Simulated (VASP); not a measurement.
Given:

```
CELL_PARAMETERS angstrom
     -4.16026     4.16026     3.44972
      4.16026    -4.16026     3.44972
      4.16026     4.16026    -3.44972
ATOMIC_POSITIONS crystal
  Sr 0.50000 0.50000 0.00000
  In 0.25000 0.75000 0.50000
  In 0.75000 0.25000 0.50000
  Te 0.83518 0.29282 0.12800
  Te 0.16482 0.70718 0.87200
  Te 0.29282 0.16482 0.45764
  Te 0.70718 0.83518 0.54236
```

All values below come from LDA (Ceperley-Alder, Perdew-Zunger), VASP's LDA PAW potentials (set 64) (plane waves; VASP). Numerical set-up: 400 eV cut-off, 5×5×5 Γ-centred mesh, tetrahedra with Blöchl corrections, potentials Sr_sv In_d Te.

**Question.** What does the run give for the energy per atom (σ→0)?

**Answer.** 
The energy per atom (σ→0) is -3.980 eV/atom.

Total energies compare only between runs with the same potentials, cut-off and functional.

The structure comes from a computed database's In2SrTe4 entry (I4/m); how it stands against other phases isn't given here. It was relaxed first, which changed the volume by -15 %.
